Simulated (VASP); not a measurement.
Here is the system:

```
GdSmSe2
1.0
    2.05206     1.18476     6.59935
   -2.05206     1.18476     6.59935
    0.00000    -2.36951     6.59935
Sm Gd Se
1 1 2
Direct
  0.50000   0.50000   0.50000
  0.00000   0.00000   0.00000
  0.25177   0.25177   0.25177
  0.74823   0.74823   0.74823
```

All values below come from PBEsol GGA with spin-orbit coupling, VASP's PBE PAW potentials (set 64) (plane waves; VASP). Run with 400 eV cut-off, 8×8×8 Γ-centred mesh, Gaussian smearing of 0.050 eV, potentials Sm_3 Gd_3 Se.

The 4f electrons are frozen in the core of the lanthanide potential, so 4f levels, which can set the real gap, and their magnetism are missing.

### Question
What does the run give for the energy per atom (σ→0), band gap (over mesh and band path) with the smallest direct gap where there is one?

### Answer

The band gap (over mesh and band path) is none (metal, semimetal or under 0.01 eV). The energy per atom (σ→0) is -6.480 eV/atom.

The absolute energy has meaning only against runs of the same code, potentials and settings.

The structure comes from a computed database's SmGdSe2 entry (R-3m); how it stands against other phases isn't given here. It was relaxed first.
